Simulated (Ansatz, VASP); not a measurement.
# MgPbS3: VASP beside Ansatz, part 2 of 3

Wanted: the spread between two codes on one cell, functional and k mesh. The cell is generated by rule, not measured, and may not be a known phase. The cell is taken from a series of runs on this material, whose earlier steps may have relaxed, scaled, displaced or heated it; both programs get it as it stands.

VASP 6.6.1 and Ansatz 0.2.0.

So far: Set-up; VASP: zone-centre phonons, PBEsol.

**2. VASP: zone-centre phonons, PBEsol (continued)**

Level of this step: PBEsol; plane waves and PAW (Mg, Pb_d, S); invented cell (VASP).

Parts of OUTCAR (step 2):

```text
ion  position               nearest neighbor table
   1  0.000  0.000  0.000-
   2  0.500  0.500  0.500-   3 2.53   4 2.53   5 2.53   3 2.53   4 2.53   5 2.53
   3  0.500  0.500  0.000-   2 2.53   2 2.53
   4  0.500  0.000  0.500-   2 2.53   2 2.53
   5  0.000  0.500  0.500-   2 2.53   2 2.53

  LATTYP: Found a simple cubic cell.
 ALAT       =     5.0694638885

 Subroutine GETGRP returns: Found 48 space group operations
 (whereof 48 operations were pure point group operations)

The static configuration has the point symmetry O_h .

 Found     35 irreducible k-points:

   k-points           NKPTS =     35   k-points in BZ     NKDIM =     35   number of bands    NBANDS=     23

   dimension x,y,z NGX =    40 NGY =   40 NGZ =   40
   dimension x,y,z NGXF=    80 NGYF=   80 NGZF=   80

   ENCUT  =  600.0 eV  44.10 Ry    6.64 a.u.  10.12 10.12 10.12*2*pi/ulx,y,z

   NELECT =      34.0000    total number of electrons

 k-points in reciprocal lattice and weights: Automatic mesh
   0.00000000  0.00000000  0.00000000       0.002
   0.12500000  0.00000000  0.00000000       0.012
   0.25000000  0.00000000  0.00000000       0.012
   0.37500000  0.00000000  0.00000000       0.012
   0.50000000  0.00000000  0.00000000       0.006
   0.12500000  0.12500000  0.00000000       0.023
   0.25000000  0.12500000  0.00000000       0.047
   0.37500000  0.12500000  0.00000000       0.047
   0.50000000  0.12500000  0.00000000       0.023
[...]
0.50000000  0.50000000  0.37500000       0.012
   0.50000000  0.50000000  0.50000000       0.002

 average (electrostatic) potential at core
       1 -40.5650       2 -93.6376       3 -87.5720       4 -87.5720       5 -87.5720

  Total       -0.0356397     -0.0356397     -0.0356397      0.0000000     -0.0000000      0.0000000
  in kB       -0.4382871     -0.4382871     -0.4382871      0.0000000     -0.0000000      0.0000000
  external PRESSURE =      -0.4382871 kB  Pullay stress =       0.0000000 kB

  energy-cutoff  :      600.00
  volume of cell :      130.28
      direct lattice vectors                 reciprocal lattice vectors
     5.069463888  0.000000000  0.000000000     0.197259517  0.000000000  0.000000000
[...]
POSITION                                       TOTAL-FORCE (eV/Angst)
 -----------------------------------------------------------------------------------
      0.00000      0.00000      0.00000         0.000000      0.000000      0.000000
      2.53473      2.53473      2.53473         0.000000      0.000000      0.000000
      2.53473      2.53473      0.00000         0.000000      0.000000      0.000000
      2.53473      0.00000      2.53473         0.000000      0.000000      0.000000
      0.00000      2.53473      2.53473         0.000000      0.000000      0.000000
 -----------------------------------------------------------------------------------
    total drift:                               -0.000000      0.000000     -0.000000

 Eigenvectors and eigenvalues of the dynamical matrix
 ----------------------------------------------------

   1 f  =   10.677138 THz    67.086438 2PiTHz  356.150994 cm-1    44.157076 meV
             X         Y         Z           dx          dy          dz
      0.000000  0.000000  0.000000    -0.000000    0.000000   -0.027954
      2.534732  2.534732  2.534732    -0.000000    0.000000   -0.282797
      2.534732  2.534732  0.000000    -0.000000    0.000000    0.947800
      2.534732  0.000000  2.534732    -0.000000   -0.000000   -0.102273
      0.000000  2.534732  2.534732     0.000000    0.000000   -0.102273

   2 f  =   10.677138 THz    67.086438 2PiTHz  356.150994 cm-1    44.157076 meV
             X         Y         Z           dx          dy          dz
      0.000000  0.000000  0.000000     0.027587   -0.004516   -0.000000
      2.534732  2.534732  2.534732     0.279082   -0.045688   -0.000000
      2.534732  2.534732  0.000000     0.100929   -0.016523    0.000000
      2.534732  0.000000  2.534732     0.100929    0.153126   -0.000000
      0.000000  2.534732  2.534732    -0.935349   -0.016523   -0.000000

   3 f  =   10.677138 THz    67.086438 2PiTHz  356.150994 cm-1    44.157076 meV
             X         Y         Z           dx          dy          dz
      0.000000  0.000000  0.000000    -0.004516   -0.027587   -0.000000
      2.534732  2.534732  2.534732    -0.045688   -0.279082    0.000000
      2.534732  2.534732  0.000000    -0.016523   -0.100929    0.000000
      2.534732  0.000000  2.534732    -0.016523    0.935349   -0.000000
      0.000000  2.534732  2.534732     0.153126   -0.100929   -0.000000

   4 f  =    0.025305 THz     0.158995 2PiTHz    0.844080 cm-1     0.104653 meV
             X         Y         Z           dx          dy          dz
      0.000000  0.000000  0.000000    -0.021705   -0.121725   -0.286092
      2.534732  2.534732  2.534732    -0.052295   -0.293282   -0.689306
      2.534732  2.534732  0.000000    -0.024312   -0.136346   -0.283265
      2.534732  0.000000  2.534732    -0.024312   -0.120522   -0.320455
      0.000000  2.534732  2.534732    -0.021490   -0.136346   -0.320455

   5 f  =    0.025305 THz     0.158995 2PiTHz    0.844080 cm-1     0.104653 meV
             X         Y         Z           dx          dy          dz
      0.000000  0.000000  0.000000    -0.051049   -0.281501    0.123644
      2.534732  2.534732  2.534732    -0.122996   -0.678244    0.297907
      2.534732  2.534732  0.000000    -0.057181   -0.315313    0.122423
      2.534732  0.000000  2.534732    -0.057181   -0.278719    0.138496
      0.000000  2.534732  2.534732    -0.050545   -0.315313    0.138496

   6 f  =    0.025305 THz     0.158995 2PiTHz    0.844080 cm-1     0.104653 meV
             X         Y         Z           dx          dy          dz
      0.000000  0.000000  0.000000     0.306691   -0.055471    0.000334
      2.534732  2.534732  2.534732     0.738937   -0.133650    0.000804
      2.534732  2.534732  0.000000     0.343529   -0.062133    0.000330
      2.534732  0.000000  2.534732     0.343529   -0.054922    0.000374
      0.000000  2.534732  2.534732     0.303661   -0.062133    0.000374

   7 f/i=    0.321520 THz     2.020172 2PiTHz   10.724766 cm-1     1.329701 meV
             X         Y         Z           dx          dy          dz
      0.000000  0.000000  0.000000    -0.377304    0.262780    0.162352
      2.534732  2.534732  2.534732     0.459543   -0.320057   -0.197739
      2.534732  2.534732  0.000000    -0.348283    0.242568   -0.021869
      2.534732  0.000000  2.534732    -0.348283   -0.035397    0.149865
      0.000000  2.534732  2.534732     0.050823    0.242568    0.149865

   8 f/i=    0.321520 THz     2.020172 2PiTHz   10.724766 cm-1     1.329701 meV
             X         Y         Z           dx          dy          dz
      0.000000  0.000000  0.000000    -0.146536    0.073343   -0.459258
      2.534732  2.534732  2.534732     0.178476   -0.089329    0.559360
      2.534732  2.534732  0.000000    -0.135265    0.067701    0.061862
      2.534732  0.000000  2.534732    -0.135265   -0.009879   -0.423933
      0.000000  2.534732  2.534732     0.019738    0.067701   -0.423933

   9 f/i=    0.321520 THz     2.020172 2PiTHz   10.724766 cm-1     1.329701 meV
             X         Y         Z           dx          dy          dz
      0.000000  0.000000  0.000000     0.271917    0.404151   -0.022219
      2.534732  2.534732  2.534732    -0.331185   -0.492241    0.027062
      2.534732  2.534732  0.000000     0.251002    0.373064    0.002993
      2.534732  0.000000  2.534732     0.251002   -0.054439   -0.020510
      0.000000  2.534732  2.534732    -0.036627    0.373064   -0.020510

  10 f/i=    5.709827 THz    35.875901 2PiTHz  190.459329 cm-1    23.613937 meV
             X         Y         Z           dx          dy          dz
      0.000000  0.000000  0.000000     0.000000    0.000000   -0.000000
      2.534732  2.534732  2.534732     0.000000    0.000000   -0.000000
      2.534732  2.534732  0.000000    -0.264898   -0.308987    0.000000
      2.534732  0.000000  2.534732     0.264898   -0.000000    0.578235
      0.000000  2.534732  2.534732    -0.000000    0.308987   -0.578235

  11 f/i=    5.709827 THz    35.875901 2PiTHz  190.459329 cm-1    23.613937 meV
             X         Y         Z           dx          dy          dz
      0.000000  0.000000  0.000000     0.000000    0.000000    0.000000
      2.534732  2.534732  2.534732     0.000000    0.000000    0.000000
      2.534732  2.534732  0.000000    -0.653430    0.175289   -0.000000
      2.534732  0.000000  2.534732     0.653430   -0.000000   -0.205678
      0.000000  2.534732  2.534732    -0.000000   -0.175289    0.205678

  12 f/i=    5.709827 THz    35.875901 2PiTHz  190.459329 cm-1    23.613937 meV
             X         Y         Z           dx          dy          dz
      0.000000  0.000000  0.000000    -0.000000   -0.000000   -0.000000
      2.534732  2.534732  2.534732    -0.000000   -0.000000    0.000000
      2.534732  2.534732  0.000000     0.053466    0.611392    0.000000
      2.534732  0.000000  2.534732    -0.053466    0.000000    0.351199
      0.000000  2.534732  2.534732    -0.000000   -0.611392   -0.351199

  13 f/i=    5.962039 THz    37.460598 2PiTHz  198.872228 cm-1    24.657003 meV
             X         Y         Z           dx          dy          dz
      0.000000  0.000000  0.000000     0.008418    0.009969   -0.814949
      2.534732  2.534732  2.534732     0.000604    0.000715   -0.058455
      2.534732  2.534732  0.000000    -0.004196   -0.004969    0.046192
      2.534732  0.000000  2.534732    -0.004196   -0.000565    0.406234
      0.000000  2.534732  2.534732    -0.000477   -0.004969    0.406234

  14 f/i=    5.962039 THz    37.460598 2PiTHz  198.872228 cm-1    24.657003 meV
             X         Y         Z           dx          dy          dz
      0.000000  0.000000  0.000000    -0.450937    0.678936    0.003647
      2.534732  2.534732  2.534732    -0.032345    0.048699    0.000262
      2.534732  2.534732  0.000000     0.224782   -0.338434   -0.000207
      2.534732  0.000000  2.534732     0.224782   -0.038483   -0.001818
      0.000000  2.534732  2.534732     0.025560   -0.338434   -0.001818

  15 f/i=    5.962039 THz    37.460598 2PiTHz  198.872228 cm-1    24.657003 meV
             X         Y         Z           dx          dy          dz
      0.000000  0.000000  0.000000    -0.678894   -0.450842   -0.012527
      2.534732  2.534732  2.534732    -0.048696   -0.032338   -0.000899
      2.534732  2.534732  0.000000     0.338413    0.224734    0.000710
      2.534732  0.000000  2.534732     0.338413    0.025554    0.006245
      0.000000  2.534732  2.534732     0.038481    0.224734    0.006245

 ELASTIC MODULI CONTR FROM IONIC RELAXATION (kBar)
 Direction    XX          YY          ZZ          XY          YZ          ZX
 --------------------------------------------------------------------------------
 XX           0.0000      0.0000      0.0000      0.0000      0.0000      0.0000
 YY           0.0000      0.0000      0.0000      0.0000      0.0000      0.0000
 ZZ           0.0000      0.0000      0.0000      0.0000      0.0000      0.0000
 XY           0.0000      0.0000      0.0000      0.0000      0.0000      0.0000
 YZ           0.0000      0.0000      0.0000      0.0000      0.0000      0.0000
 ZX           0.0000      0.0000      0.0000      0.0000      0.0000      0.0000
 --------------------------------------------------------------------------------
```

(Continued in part 3 of 3.)

[Lines on the potential files, build, host, timing and source positions are cut from VASP's logs without a mark.]

[Logs are printed without paths, hosts, clocks, repeated set-up lines and the standing remarks that a program may print on its own settings, such as how far it seeks lower states.]

[Hosts, paths, dates, database ids (printed as entryN), source tags and the programs' standing remarks are cut or masked in the printed files.]
